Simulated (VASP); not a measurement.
```yaml
crystal:
  lattice:
    - [7.24888, 0.00000, 0.00000]
    - [0.00000, 7.24888, 0.00000]
    - [0.00000, 0.00000, 7.24888]
  atoms:
    - { symbol: B, position: [0.49872, 0.99847, 0.99852] }
    - { symbol: B, position: [0.74866, 0.25094, 0.99911] }
    - { symbol: B, position: [0.74871, 0.99910, 0.25094] }
    - { symbol: B, position: [0.99971, 0.99986, 0.99990] }
    - { symbol: B, position: [0.24784, 0.24852, 0.99858] }
    - { symbol: B, position: [0.50020, 0.49941, 0.99894] }
    - { symbol: B, position: [0.75108, 0.75180, 0.99851] }
    - { symbol: B, position: [0.24786, 0.99851, 0.24856] }
    - { symbol: B, position: [0.48412, 0.23369, 0.23374] }
    - { symbol: B, position: [0.76602, 0.51557, 0.23364] }
    - { symbol: B, position: [0.50020, 0.99890, 0.49947] }
    - { symbol: B, position: [0.76586, 0.23372, 0.51543] }
    - { symbol: B, position: [0.75105, 0.99855, 0.75177] }
    - { symbol: B, position: [0.00115, 0.50090, 0.99852] }
    - { symbol: B, position: [0.25006, 0.74957, 0.99912] }
    - { symbol: B, position: [0.00052, 0.25094, 0.25095] }
    - { symbol: B, position: [0.25195, 0.49976, 0.25337] }
    - { symbol: B, position: [0.49984, 0.74772, 0.25337] }
    - { symbol: B, position: [0.00113, 0.99846, 0.50092] }
    - { symbol: B, position: [0.25187, 0.25327, 0.49986] }
    - { symbol: B, position: [0.74631, 0.74774, 0.49980] }
    - { symbol: B, position: [0.25005, 0.99904, 0.74964] }
    - { symbol: B, position: [0.49980, 0.25329, 0.74778] }
    - { symbol: B, position: [0.74627, 0.49979, 0.74773] }
    - { symbol: B, position: [0.00114, 0.75179, 0.24856] }
    - { symbol: B, position: [0.00070, 0.49941, 0.49944] }
    - { symbol: B, position: [0.25151, 0.74809, 0.50029] }
    - { symbol: B, position: [0.00105, 0.24852, 0.75179] }
    - { symbol: B, position: [0.25144, 0.50023, 0.74816] }
    - { symbol: B, position: [0.49934, 0.74811, 0.74811] }
    - { symbol: B, position: [0.00055, 0.74953, 0.74958] }
    - { symbol: N, position: [0.62484, 0.12624, 0.12630] }
    - { symbol: N, position: [0.87338, 0.37476, 0.12626] }
    - { symbol: N, position: [0.87336, 0.12623, 0.37481] }
    - { symbol: N, position: [0.12383, 0.12524, 0.12531] }
    - { symbol: N, position: [0.37690, 0.37488, 0.12676] }
    - { symbol: N, position: [0.62474, 0.62276, 0.12672] }
    - { symbol: N, position: [0.87438, 0.87577, 0.12526] }
    - { symbol: N, position: [0.37686, 0.12668, 0.37492] }
    - { symbol: N, position: [0.87293, 0.62276, 0.37487] }
    - { symbol: N, position: [0.62471, 0.12671, 0.62274] }
    - { symbol: N, position: [0.87287, 0.37487, 0.62270] }
    - { symbol: N, position: [0.87434, 0.12525, 0.87579] }
    - { symbol: N, position: [0.12411, 0.62562, 0.12401] }
    - { symbol: N, position: [0.37398, 0.87553, 0.12403] }
    - { symbol: N, position: [0.12509, 0.37496, 0.37501] }
    - { symbol: N, position: [0.36452, 0.63515, 0.36559] }
    - { symbol: N, position: [0.62464, 0.87453, 0.37504] }
    - { symbol: N, position: [0.12403, 0.12394, 0.62568] }
    - { symbol: N, position: [0.36436, 0.36544, 0.63525] }
    - { symbol: N, position: [0.63409, 0.63516, 0.63514] }
    - { symbol: N, position: [0.87563, 0.87554, 0.62564] }
    - { symbol: N, position: [0.37396, 0.12396, 0.87559] }
    - { symbol: N, position: [0.62459, 0.37500, 0.87451] }
    - { symbol: N, position: [0.87561, 0.62562, 0.87554] }
    - { symbol: N, position: [0.12315, 0.87647, 0.37455] }
    - { symbol: N, position: [0.12443, 0.62446, 0.62454] }
    - { symbol: N, position: [0.37512, 0.87517, 0.62452] }
    - { symbol: N, position: [0.12310, 0.37450, 0.87652] }
    - { symbol: N, position: [0.37512, 0.62446, 0.87519] }
    - { symbol: N, position: [0.62507, 0.87645, 0.87646] }
    - { symbol: N, position: [0.12465, 0.87491, 0.87497] }
```
Cell charge +1.

Level of theory: HSE06 screened hybrid, VASP's PBE PAW potentials (set 64) (plane waves; VASP). Settings: PREC = Normal, LREAL = Auto, ISYM = 0, NELECT = 247.0, EDIFF = 1E-5, 400 eV cut-off, 1×1×1 Γ-centred mesh, Gaussian smearing of 0.050 eV, potentials B N. Starting moments (MAGMOM): 62*0.0484. The cell's moment is fixed (NUPDOWN = 3).

The cell is charged, with a uniform compensating background. The supercell is sampled at Γ alone, which is coarse: total energies, pressure and levels can be off, energies of defects by several tenths of an eV.

**Question.** What does the run give for the cell moment, energy per atom (σ→0)?

**Answer.** 
| Item | Result |
|---|---|
| cell moment | 3.00 μB |
| energy per atom (σ→0) | -10.163 eV/atom |

**Question.** Give the moment on each site (PAW-sphere projection).

**Answer.** 
```json
[
 {"site": "B1", "moment (μB)": "0.01"},
 {"site": "B2", "moment (μB)": "0.00"},
 {"site": "B3", "moment (μB)": "0.00"},
 {"site": "B4", "moment (μB)": "0.00"},
 {"site": "B5", "moment (μB)": "0.00"},
 {"site": "B6", "moment (μB)": "0.00"},
 {"site": "B7", "moment (μB)": "0.00"},
 {"site": "B8", "moment (μB)": "0.00"},
 {"site": "B9", "moment (μB)": "0.11"},
 {"site": "B10", "moment (μB)": "0.10"},
 {"site": "B11", "moment (μB)": "0.00"},
 {"site": "B12", "moment (μB)": "0.11"},
 {"site": "B13", "moment (μB)": "0.00"},
 {"site": "B14", "moment (μB)": "0.01"},
 {"site": "B15", "moment (μB)": "0.00"},
 {"site": "B16", "moment (μB)": "0.00"},
 {"site": "B17", "moment (μB)": "-0.01"},
 {"site": "B18", "moment (μB)": "-0.01"},
 {"site": "B19", "moment (μB)": "0.01"},
 {"site": "B20", "moment (μB)": "-0.01"},
 {"site": "B21", "moment (μB)": "-0.01"},
 {"site": "B22", "moment (μB)": "0.00"},
 {"site": "B23", "moment (μB)": "-0.01"},
 {"site": "B24", "moment (μB)": "-0.01"},
 {"site": "B25", "moment (μB)": "0.00"},
 {"site": "B26", "moment (μB)": "0.00"},
 {"site": "B27", "moment (μB)": "-0.01"},
 {"site": "B28", "moment (μB)": "0.00"},
 {"site": "B29", "moment (μB)": "-0.01"},
 {"site": "B30", "moment (μB)": "-0.01"},
 {"site": "B31", "moment (μB)": "0.00"},
 {"site": "N32", "moment (μB)": "0.01"},
 {"site": "N33", "moment (μB)": "0.01"},
 {"site": "N34", "moment (μB)": "0.01"},
 {"site": "N35", "moment (μB)": "0.01"},
 {"site": "N36", "moment (μB)": "0.00"},
 {"site": "N37", "moment (μB)": "0.00"},
 {"site": "N38", "moment (μB)": "0.01"},
 {"site": "N39", "moment (μB)": "0.00"},
 {"site": "N40", "moment (μB)": "0.00"},
 {"site": "N41", "moment (μB)": "0.00"},
 {"site": "N42", "moment (μB)": "0.00"},
 {"site": "N43", "moment (μB)": "0.01"},
 {"site": "N44", "moment (μB)": "0.04"},
 {"site": "N45", "moment (μB)": "0.04"},
 {"site": "N46", "moment (μB)": "0.01"},
 {"site": "N47", "moment (μB)": "0.41"},
 {"site": "N48", "moment (μB)": "0.01"},
 {"site": "N49", "moment (μB)": "0.04"},
 {"site": "N50", "moment (μB)": "0.41"},
 {"site": "N51", "moment (μB)": "0.41"},
 {"site": "N52", "moment (μB)": "0.04"},
 {"site": "N53", "moment (μB)": "0.04"},
 {"site": "N54", "moment (μB)": "0.01"},
 {"site": "N55", "moment (μB)": "0.04"},
 {"site": "N56", "moment (μB)": "0.03"},
 {"site": "N57", "moment (μB)": "0.00"},
 {"site": "N58", "moment (μB)": "0.00"},
 {"site": "N59", "moment (μB)": "0.03"},
 {"site": "N60", "moment (μB)": "0.00"},
 {"site": "N61", "moment (μB)": "0.03"},
 {"site": "N62", "moment (μB)": "0.01"}
]
```

Only differences to runs with the same potentials and settings are physical.

The cell is a supercell with a defect, built from BN (zinc blende): vac_B-vac_N, charge +1. The cell's shape comes from a PBE relaxation.
